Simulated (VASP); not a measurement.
Method: PBE GGA, VASP's PBE PAW potentials (set 64) (plane waves; VASP).

VASP input:

INCAR:
```
# general
SYSTEM  = Ni
PREC    = Accurate
ENCUT   = 500   # plane-wave cut-off (eV)
LREAL   = .FALSE.
LASPH   = .TRUE.   # aspherical one-centre terms

# electronic loop
EDIFF   = 1E-6   # SCF stop (eV)
NELM    = 100
ALGO    = Normal   # blocked Davidson
LMAXMIX = 4   # l cut-off of mixed one-centre charges

# smearing
ISMEAR  = 1   # Methfessel-Paxton
SIGMA   = 0.1   # width (eV)

# functional
GGA     = PE

# spin
ISPIN   = 2
MAGMOM  = 0.6

# ions
IBRION  = 2   # conjugate gradients
NSW     = 40
ISIF    = 3   # ions, shape and volume
EDIFFG  = -0.02   # ionic stop

# output
LWAVE   = .FALSE.
LCHARG  = .FALSE.
LORBIT  = 10
```

**KPOINTS**
```
Regular mesh
0
Gamma
  18 18 18
```

POSCAR:
```
Ni
1
    0.0000000000     1.7563364685     1.7563364685
    1.7563364685     0.0000000000     1.7563364685
    1.7563364685     1.7563364685    -0.0000000000
Ni
1
Direct
  0.0000000000   0.0000000000   0.0000000000
```

POTCAR, in this order: Ni (PBE.64 set). Program: vasp_std.

Output of the run:

### OUTCAR
```
 ion  position               nearest neighbor table
   1  0.000  0.000  0.000-
  LATTYP: Found a face centered cubic cell.
 ALAT       =     3.5126729370
 Subroutine PRICEL returns:
 Original cell was already a primitive cell.
 Subroutine GETGRP returns: Found 48 space group operations
The static configuration has the point symmetry O_h .
The dynamic configuration has the point symmetry O_h .
The overall configuration has the point symmetry O_h .
 Subroutine INISYM returns: Found 48 space group operations
 Subroutine IBZKPT returns following result:
 Found    195 irreducible k-points:

 Following reciprocal coordinates:
            Coordinates               Weight
  0.000000  0.000000  0.000000      1.000000
  0.055556  0.000000  0.000000      8.000000
  0.111111  0.000000  0.000000      8.000000
  0.166667  0.000000  0.000000      8.000000
  0.222222  0.000000  0.000000      8.000000
  0.277778  0.000000  0.000000      8.000000
  0.333333  0.000000  0.000000      8.000000
  0.388889  0.000000  0.000000      8.000000
  0.444444  0.000000  0.000000      8.000000
...
```

### OSZICAR
```
       N       E                     dE             d eps       ncg     rms          rms(c)
DAV:   1     0.218133190259E+02    0.21813E+02   -0.47060E+03  7220   0.138E+03
DAV:   2    -0.608525048205E+01   -0.27899E+02   -0.26876E+02  7114   0.162E+02
DAV:   3    -0.649075440205E+01   -0.40550E+00   -0.40445E+00  8281   0.262E+01
DAV:   4    -0.649450806749E+01   -0.37537E-02   -0.37534E-02  8056   0.217E+00
DAV:   5    -0.649459957772E+01   -0.91510E-04   -0.91510E-04  8115   0.291E-01    0.996E+00
DAV:   6    -0.581075618637E+01    0.68384E+00   -0.16860E+01  7357   0.667E+01    0.592E+00
DAV:   7    -0.549022413365E+01    0.32053E+00   -0.27988E+00  7409   0.256E+01    0.194E+00
DAV:   8    -0.547451663926E+01    0.15707E-01   -0.22439E-02  9915   0.176E+00    0.941E-01
DAV:   9    -0.547222692991E+01    0.22897E-02   -0.17505E-03 10342   0.423E-01    0.251E-01
DAV:  10    -0.547171300173E+01    0.51393E-03   -0.69373E-04  8887   0.220E-01    0.384E-02
DAV:  11    -0.547171893359E+01   -0.59319E-05   -0.15620E-05  8984   0.487E-02    0.333E-02
DAV:  12    -0.547171975559E+01   -0.82200E-06   -0.93297E-07  4000   0.120E-02
   1 F= -.54717198E+01 E0= -.54718486E+01  d E =-.547172E+01  mag=     0.6160
       N       E                     dE             d eps       ncg     rms          rms(c)
DAV:   1    -0.548089963665E+01   -0.91807E-02   -0.15015E-01  7297   0.664E+00    0.805E-01
DAV:   2    -0.547481787811E+01    0.60818E-02   -0.14412E-01  7347   0.572E+00    0.438E-01
DAV:   3    -0.547193303177E+01    0.28848E-02   -0.22153E-02  7266   0.238E+00    0.131E-01
DAV:   4    -0.547175553788E+01    0.17749E-03   -0.12207E-04  7926   0.980E-02    0.738E-02
DAV:   5    -0.547172691708E+01    0.28621E-04   -0.62933E-05  9626   0.623E-02    0.135E-02
DAV:   6    -0.547172868712E+01   -0.17700E-05   -0.82997E-07  3905   0.108E-02    0.612E-03
DAV:   7    -0.547172954468E+01   -0.85756E-06   -0.36082E-07  3596   0.105E-02
   2 F= -.54717295E+01 E0= -.54718617E+01  d E =-.978910E-05  mag=     0.6168
       N       E                     dE             d eps       ncg     rms          rms(c)
DAV:   1    -0.547402655866E+01   -0.22979E-02   -0.36213E-02  7299   0.324E+00    0.396E-01
DAV:   2    -0.547255643869E+01    0.14701E-02   -0.34732E-02  7340   0.283E+00    0.215E-01
DAV:   3    -0.547186081063E+01    0.69563E-03   -0.53146E-03  7251   0.116E+00    0.635E-02
DAV:   4    -0.547181815132E+01    0.42659E-04   -0.27148E-05  7764   0.462E-02    0.358E-02
DAV:   5    -0.547181032394E+01    0.78274E-05   -0.15194E-05  9544   0.304E-02    0.653E-03
DAV:   6    -0.547181009772E+01    0.22622E-06   -0.18846E-07  3564   0.412E-03
   3 F= -.54718101E+01 E0= -.54719410E+01  d E =-.903421E-04  mag=     0.6165
```

File OUTCAR:
```
------------------------ aborting loop because EDIFF is reached ----------------------------------------
  FORCE on cell =-STRESS in cart. coord.  units (eV):
  Direction    XX          YY          ZZ          XY          YZ          ZX
  --------------------------------------------------------------------------------------
  Total        0.0040642      0.0040642      0.0040642     -0.0000000     -0.0000000     -0.0000000
  in kB        0.5987717      0.5987717      0.5987717     -0.0000000     -0.0000000     -0.0000000
  external PRESSURE =       0.5987717 kB  Pullay stress =       0.0000000 kB
  volume of cell :       10.87
      direct lattice vectors                 reciprocal lattice vectors
    -0.000000000  1.758450938  1.758450938    -0.284341172  0.284341172  0.284341172
     1.758450938  0.000000000  1.758450938     0.284341172 -0.284341172  0.284341172
     1.758450938  1.758450938  0.000000000     0.284341172  0.284341172 -0.284341172
 POSITION                                       TOTAL-FORCE (eV/Angst)
 -----------------------------------------------------------------------------------
      0.00000      0.00000      0.00000         0.000000      0.000000     -0.000000
 -----------------------------------------------------------------------------------
    total drift:                                0.000000      0.000000      0.000000
  FREE ENERGIE OF THE ION-ELECTRON SYSTEM (eV)
  ---------------------------------------------------
  free  energy   TOTEN  =        -5.4718100977 eV

  energy  without entropy=       -5.4722028539  energy(sigma->0) =       -5.47194102

 total charge

# of ion       s       p       d       tot
------------------------------------------
    1        0.498   0.498   8.315   9.311

 magnetization (x)

# of ion       s       p       d       tot
------------------------------------------
    1       -0.007  -0.025   0.660   0.628

 reached required accuracy - stopping structural energy minimisation
```
(Selected blocks of OUTCAR.)

**CONTCAR**
```
Ni
   1.00000000000000
    -0.0000000000000000    1.7584509376950184    1.7584509376950184
     1.7584509376950184    0.0000000000000000    1.7584509376950184
     1.7584509376950184    1.7584509376950184    0.0000000000000000
  Ni
     1
Direct
     0.0000000000000000    0.0000000000000000    0.0000000000000000
```

The compound is Ni in the fcc structure. This run relaxes it. Symmetry was kept, so distortions that lower it aren't found.
